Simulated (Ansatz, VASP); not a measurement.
# Cross-check of BPd3C between VASP and Ansatz

Aim: how closely do two programs agree when they are given the same cell, functional and k mesh? The cell is generated by rule, not measured, and may not be a known phase. The cell is taken from a series of runs on this material, whose earlier steps may have relaxed, scaled, displaced or heated it; both programs get it as it stands.

Program: Ansatz 0.2.0. Level of theory: plane waves, with VASP 6.6.1 beside it; zone-centre phonons at PBEsol. Results are calculated unless marked as measured.

The structure was built from a prototype and need not be the compound's stable phase.

## 1. The structure

Symmetry: Amm2, No. 38, orthorhombic system. Conventional cell: a = 3.184 Å, b = 6.724 Å, c = 6.181 Å, α = 90.00°, β = 90.00°, γ = 90.00°. Nearest to B lie 5 Pd at 2.10 to 2.13 Å. Nearest to Pd lie 2 C at 1.98 Å and 1 B at 2.13 Å. Pd has 1 C at 2.00 Å and 2 B at 2.10 Å nearest. Nearest to C lie 4 Pd at 1.98 to 2.00 Å. Farther neighbours are not listed.

Structure file:

```xyz
5
Lattice="3.1836 0.0000 0.0000 0.0000 3.3622 3.0906 0.0000 -3.3622 3.0906" Properties=species:S:1:pos:R:3 pbc="T T T"
B     0.0000    0.0000    5.3376
Pd    0.0000    0.0000    3.2097
Pd    1.5918   -2.0028    2.0882
Pd    1.5918    2.0028    2.0882
C     1.5918    0.0000    2.0273
```

## 2. VASP: zone-centre phonons, PBEsol

Second derivatives magnify differences that forces hide, and they need a tight electronic threshold.

Lines of VASP's logs that name or quote its potential files are left out, and so is its time.

Contents of INCAR:

```
SYSTEM = BPd3C
PREC = Accurate
ENCUT = 600
EDIFF = 1E-08
NELM = 120
ISMEAR = 1
SIGMA = 0.15
LREAL = .FALSE.
ALGO = Normal
GGA = PS
NBANDS = 24
LASPH = .TRUE.
LORBIT = 11
LWAVE = .FALSE.
LCHARG = .FALSE.
ISIF = 2
IBRION = 8
GGA_COMPAT = .FALSE.
KPAR = 2
```

Contents of POSCAR:

```
BPd3C
1.0
    3.1836226929      0.0000000000      0.0000000000
    0.0000000000      3.3621552159      3.0906061172
    0.0000000000     -3.3621552159      3.0906061172
B Pd C
1 3 1
Direct
    0.0000000000      0.8635253152      0.8635253152
    0.0000000000      0.5192738646      0.5192738646
    0.5000000000      0.0399833978      0.6356623957
    0.5000000000      0.6356623957      0.0399833978
    0.5000000000      0.3279728125      0.3279728125
```

Contents of KPOINTS:

```
Automatic mesh
0
Gamma
10 8 8
0 0 0
```

PAW data sets: B, Pd and C (PBE family, release 64).

Started as:

```console
$ mpirun -np 2 vasp_std
```

Numbers of over 12 decimals in the logs are rounded to 6 here.

Log:

```text
[banner, memory and clock lines left out]
running    2 mpi-ranks, on    1 nodes
 distrk:  each k-point on    1 cores,    2 groups
 distr:  one band on    1 cores,    1 groups

 POSCAR found type information on POSCAR B PdC
 POSCAR found :  3 types and       5 ions
|                                                                             |
|               ----> ADVICE to this user running VASP <----                  |
|                                                                             |
|     You enforced a specific xc type in the INCAR file but a different       |
|     [... a line on the potential file left out ...]
|     I HOPE YOU KNOW WHAT YOU ARE DOING!                                     |
|                                                                             |

 LDA part: xc-table for (Slater+PW92), standard interpolation
 POSCAR, INCAR and KPOINTS ok, starting setup
 FFT: planning ... GRIDC
 FFT: planning ... GRID_SOFT
 FFT: planning ... GRID
 WAVECAR not read
 entering main loop
       N       E                     dE             d eps       ncg     rms          rms(c)
DAV:   1     0.235601686792E+03    0.23560E+03   -0.19981E+04  6048   0.163E+03
DAV:   2    -0.269798685713E+02   -0.26258E+03   -0.25231E+03  7040   0.340E+02
DAV:   3    -0.362203843844E+02   -0.92405E+01   -0.91090E+01  7248   0.657E+01
DAV:   4    -0.363424683426E+02   -0.12208E+00   -0.12198E+00  7000   0.792E+00
DAV:   5    -0.363443286825E+02   -0.18603E-02   -0.18603E-02  7584   0.965E-01    0.258E+01
DAV:   6    -0.334718434977E+02    0.28725E+01   -0.23442E+01  7120   0.438E+01    0.104E+01
DAV:   7    -0.325298794023E+02    0.94196E+00   -0.49368E+00  6792   0.205E+01    0.646E+00
DAV:   8    -0.324853417955E+02    0.44538E-01   -0.38194E-01  6456   0.519E+00    0.260E+00
DAV:   9    -0.324640559231E+02    0.21286E-01   -0.96826E-02  7128   0.414E+00    0.683E-01
DAV:  10    -0.324591584602E+02    0.48975E-02   -0.19035E-02  6880   0.195E+00    0.222E-01
DAV:  11    -0.324591482788E+02    0.10181E-04   -0.17391E-03  7328   0.330E-01    0.676E-02
DAV:  12    -0.324591325650E+02    0.15714E-04   -0.27096E-04  6808   0.197E-01    0.250E-02
DAV:  13    -0.324591305144E+02    0.20505E-05   -0.30567E-05  7224   0.723E-02    0.948E-03
DAV:  14    -0.324591299350E+02    0.57943E-06   -0.25979E-06  6864   0.125E-02    0.349E-03
DAV:  15    -0.324591299808E+02   -0.45810E-07   -0.75908E-07  7408   0.988E-03    0.166E-03
DAV:  16    -0.324591298529E+02    0.12793E-06   -0.68209E-08  6640   0.212E-03    0.427E-04
DAV:  17    -0.324591298383E+02    0.14605E-07   -0.52307E-09  3512   0.725E-04    0.174E-04
DAV:  18    -0.324591298394E+02   -0.11437E-08   -0.17645E-09  3168   0.336E-04
   1 F= -.32459130E+02 E0= -.32459234E+02  d E =0.312388E-03
 Linear response reoptimize wavefunctions to high precision
DAV:   1    -0.324591298378E+02    0.16603E-08   -0.31649E-10  3200   0.145E-04
DAV:   2    -0.324591298377E+02    0.37744E-10   -0.41771E-11  3104   0.428E-05
 Linear response DOF=          12
 Linear response progress:
  Degree of freedom:   1/ 12
       N       E                     dE             d eps       ncg     rms          rms(c)
RMM:   1    -0.397492117732E-01   -0.39749E-01    0.39515E-02 21912   0.113E+00
RMM:   2    -0.397753092606E-01   -0.26097E-04   -0.15231E-03 13666   0.244E-01    0.149E-01
RMM:   3    -0.398022782710E-01   -0.26969E-04   -0.45087E-04 13872   0.104E-01    0.743E-02
RMM:   4    -0.400888729384E-01   -0.28659E-03   -0.21638E-04 13764   0.699E-02    0.152E-02
RMM:   5    -0.401134376589E-01   -0.24565E-04   -0.86596E-06 14111   0.165E-02    0.186E-03
RMM:   6    -0.401162775939E-01   -0.28399E-05   -0.37303E-07 14234   0.313E-03    0.116E-03
RMM:   7    -0.401139360464E-01    0.23415E-05   -0.50025E-08 14306   0.893E-04    0.426E-04
RMM:   8    -0.401134225093E-01    0.51354E-06   -0.50137E-09 14296   0.317E-04    0.169E-04
RMM:   9    -0.401136767756E-01   -0.25427E-06   -0.21194E-09 14387   0.161E-04    0.555E-05
RMM:  10    -0.401136601417E-01    0.16634E-07   -0.40741E-09 14980   0.459E-05    0.172E-05
RMM:  11    -0.401136633631E-01   -0.32214E-08   -0.89901E-09 14580   0.212E-05    0.746E-06
 first order change of Fermi-energy   0.23555E-03
 force on displaced ion       1 direction 1 : -12.285   0.000  -0.005
 Linear response progress:
  Degree of freedom:   2/ 12
       N       E                     dE             d eps       ncg     rms          rms(c)
RMM:   1    -0.412978777849E-01   -0.41298E-01    0.47982E-02 24994   0.120E+00
RMM:   2    -0.401085738259E-01    0.11893E-02   -0.17935E-03 14938   0.277E-01    0.189E-01
RMM:   3    -0.402005181743E-01   -0.91944E-04   -0.10610E-03 15072   0.190E-01    0.138E-01
RMM:   4    -0.401574452800E-01    0.43073E-04   -0.34524E-04 15003   0.109E-01    0.730E-02
[...]
RMM:   7    -0.260877580274E+00    0.30988E-04   -0.31306E-06  9396   0.100E-02    0.512E-03
RMM:   8    -0.260859386239E+00    0.18194E-04   -0.63000E-07  9488   0.459E-03    0.909E-04
RMM:   9    -0.260856907403E+00    0.24788E-05   -0.15691E-07  9404   0.211E-03    0.584E-04
RMM:  10    -0.260851614945E+00    0.52925E-05   -0.76618E-08  9613   0.554E-04    0.105E-04
RMM:  11    -0.260850795556E+00    0.81939E-06   -0.30680E-07  9849   0.223E-04    0.320E-05
[...]
RMM:   9    -0.258531662956E+00    0.86693E-06   -0.10366E-07 15640   0.137E-03    0.538E-04
RMM:  10    -0.258530178988E+00    0.14840E-05   -0.11460E-07 15630   0.656E-04    0.285E-04
RMM:  11    -0.258528064890E+00    0.21141E-05   -0.19639E-07 15956   0.225E-04    0.501E-05
RMM:  12    -0.258527772943E+00    0.29195E-06   -0.66515E-07 16077   0.886E-05    0.132E-05
RMM:  13    -0.258527692961E+00    0.79982E-07   -0.23352E-07 16350   0.599E-05    0.396E-06
RMM:  14    -0.258527689501E+00    0.34598E-08   -0.75649E-08 15772   0.510E-05    0.130E-06
 first order change of Fermi-energy   0.20706E+00
 force on displaced ion       3 direction 2 :   0.000 -19.773  -2.693
 Linear response progress:
  Degree of freedom:   9/ 12
       N       E                     dE             d eps       ncg     rms          rms(c)
RMM:   1    -0.270623573011E+00   -0.27062E+00   -0.28880E-01 16462   0.327E+00
RMM:   2    -0.265582780135E+00    0.50408E-02   -0.60733E-03 14688   0.492E-01    0.181E-01
RMM:   3    -0.265184687814E+00    0.39809E-03   -0.59389E-04 15000   0.141E-01    0.967E-02
RMM:   4    -0.265277956322E+00   -0.93269E-04   -0.66852E-04 15196   0.134E-01    0.292E-02
RMM:   5    -0.265265176190E+00    0.12780E-04   -0.32853E-05 15350   0.338E-02    0.171E-02
RMM:   6    -0.265211321203E+00    0.53855E-04   -0.66967E-06 15363   0.146E-02    0.923E-03
RMM:   7    -0.265148586295E+00    0.62735E-04   -0.23233E-06 15222   0.811E-03    0.230E-03
RMM:   8    -0.265135224770E+00    0.13362E-04   -0.28229E-07 15479   0.285E-03    0.121E-03
RMM:   9    -0.265115739040E+00    0.19486E-04   -0.15597E-07 15397   0.177E-03    0.761E-04
RMM:  10    -0.265110526289E+00    0.52128E-05   -0.76120E-08 15569   0.668E-04    0.363E-04
RMM:  11    -0.265104013167E+00    0.65131E-05   -0.45087E-07 15234   0.747E-04    0.174E-04
RMM:  12    -0.265104176468E+00   -0.16330E-06   -0.22213E-06 15184   0.361E-04    0.171E-05
RMM:  13    -0.265104178555E+00   -0.20865E-08   -0.17952E-06 16335   0.123E-04    0.988E-06
RMM:  14    -0.265104007994E+00    0.17056E-06   -0.11564E-07 15946   0.506E-05    0.376E-06
RMM:  15    -0.265104008916E+00   -0.92254E-09   -0.65273E-08 15804   0.400E-05    0.105E-06
 first order change of Fermi-energy  -0.19671E+00
 force on displaced ion       3 direction 3 :   0.000  -2.684  -4.061
 Linear response progress:
  Degree of freedom:  10/ 12
       N       E                     dE             d eps       ncg     rms          rms(c)
RMM:   1    -0.111508725729E+00   -0.11151E+00    0.71959E-02 20139   0.178E+00
RMM:   2    -0.109363429696E+00    0.21453E-02   -0.41311E-03 13584   0.395E-01    0.206E-01
RMM:   3    -0.109627810540E+00   -0.26438E-03   -0.35346E-04 13933   0.986E-02    0.109E-01
RMM:   4    -0.110021454964E+00   -0.39364E-03   -0.17434E-04 13739   0.651E-02    0.207E-02
RMM:   5    -0.109993090558E+00    0.28364E-04   -0.10975E-05 14108   0.165E-02    0.310E-03
RMM:   6    -0.109988281835E+00    0.48087E-05   -0.63985E-07 14427   0.264E-03    0.208E-03
RMM:   7    -0.109984973662E+00    0.33082E-05   -0.12133E-07 14219   0.994E-04    0.649E-04
RMM:   8    -0.109984833665E+00    0.14000E-06   -0.40508E-08 14167   0.610E-04    0.240E-04
RMM:   9    -0.109985489327E+00   -0.65566E-06   -0.13941E-08 14306   0.242E-04    0.135E-04
RMM:  10    -0.109985581110E+00   -0.91783E-07   -0.22880E-08 14732   0.754E-05    0.707E-05
RMM:  11    -0.109985545589E+00    0.35522E-07   -0.65819E-08 14678   0.319E-05    0.115E-05
RMM:  12    -0.109985550861E+00   -0.52722E-08   -0.21916E-08 14672   0.216E-05    0.255E-06
 first order change of Fermi-energy  -0.26818E-03
 force on displaced ion       5 direction 1 : -10.783   0.000  -0.010
 Linear response progress:
  Degree of freedom:  11/ 12
       N       E                     dE             d eps       ncg     rms          rms(c)
RMM:   1    -0.121658310311E+00   -0.12166E+00    0.11919E-01 23263   0.195E+00
RMM:   3    -0.119570574661E+00   -0.29057E-03   -0.18435E-03 15213   0.258E-01    0.241E-01
RMM:   4    -0.119512030559E+00    0.58544E-04   -0.73073E-04 15185   0.160E-01    0.131E-01
RMM:   5    -0.119831658343E+00   -0.31963E-03   -0.12392E-04 15304   0.620E-02    0.191E-02
RMM:   6    -0.119815067911E+00    0.16590E-04   -0.85537E-06 15487   0.155E-02    0.250E-03
RMM:   7    -0.119813515350E+00    0.15526E-05   -0.21290E-09 15859   0.239E-03    0.151E-03
RMM:   8    -0.119813583839E+00   -0.68489E-07   -0.32003E-08 15666   0.858E-04    0.293E-04
RMM:   9    -0.119813274327E+00    0.30951E-06   -0.57439E-08 15676   0.332E-04    0.138E-04
RMM:  10    -0.119813280766E+00   -0.64393E-08   -0.10530E-07 15787   0.132E-04    0.812E-05
RMM:  11    -0.119813380023E+00   -0.99256E-07   -0.16478E-07 15943   0.702E-05    0.150E-05
RMM:  12    -0.119813393477E+00   -0.13454E-07   -0.17533E-07 16200   0.377E-05    0.595E-06
RMM:  13    -0.119813391688E+00    0.17887E-08   -0.87860E-08 15901   0.286E-05    0.240E-06
 first order change of Fermi-energy  -0.44874E-04
 force on displaced ion       5 direction 2 :   0.000 -16.044  -0.003
 Linear response progress:
  Degree of freedom:  12/ 12
       N       E                     dE             d eps       ncg     rms          rms(c)
RMM:   1    -0.112667732028E+00   -0.11267E+00    0.47695E-02 13474   0.168E+00
RMM:   2    -0.109971817672E+00    0.26959E-02   -0.30858E-03  9090   0.348E-01    0.315E-01
RMM:   3    -0.110101970031E+00   -0.13015E-03   -0.13827E-03  9242   0.214E-01    0.211E-01
RMM:   4    -0.110123803819E+00   -0.21834E-04   -0.53127E-04  9216   0.138E-01    0.115E-01
RMM:   5    -0.110291849985E+00   -0.16805E-03   -0.10052E-04  9299   0.595E-02    0.319E-02
RMM:   6    -0.110273210028E+00    0.18640E-04   -0.11753E-05  9501   0.201E-02    0.940E-03
RMM:   7    -0.110215052427E+00    0.58158E-04   -0.16203E-06  9264   0.657E-03    0.154E-03
RMM:   8    -0.110209915697E+00    0.51367E-05   -0.62058E-08  9674   0.150E-03    0.755E-04
RMM:   9    -0.110208997648E+00    0.91805E-06   -0.21251E-08  9608   0.653E-04    0.191E-04
RMM:  10    -0.110208417162E+00    0.58049E-06   -0.34561E-08  9798   0.176E-04    0.622E-05
RMM:  11    -0.110208537797E+00   -0.12063E-06   -0.63313E-08  9964   0.603E-05    0.162E-05
RMM:  12    -0.110208526409E+00    0.11388E-07   -0.59668E-08  9920   0.304E-05    0.581E-06
RMM:  13    -0.110208531077E+00   -0.46685E-08   -0.25231E-08  9811   0.215E-05    0.162E-06
 first order change of Fermi-energy   0.47866E+00
 force on displaced ion       5 direction 3 :   0.000   0.000  -9.238
 Linear response finished
```

[end of part 1 of 2]

[Lines on the potential files, build, host, timing and source positions are cut from VASP's logs without a mark.]

[Logs are printed without paths, hosts, clocks, repeated set-up lines and the standing remarks that a program may print on its own settings, such as how far it seeks lower states.]

[Hosts, paths, dates, database ids (printed as entryN), source tags and the programs' standing remarks are cut or masked in the printed files.]
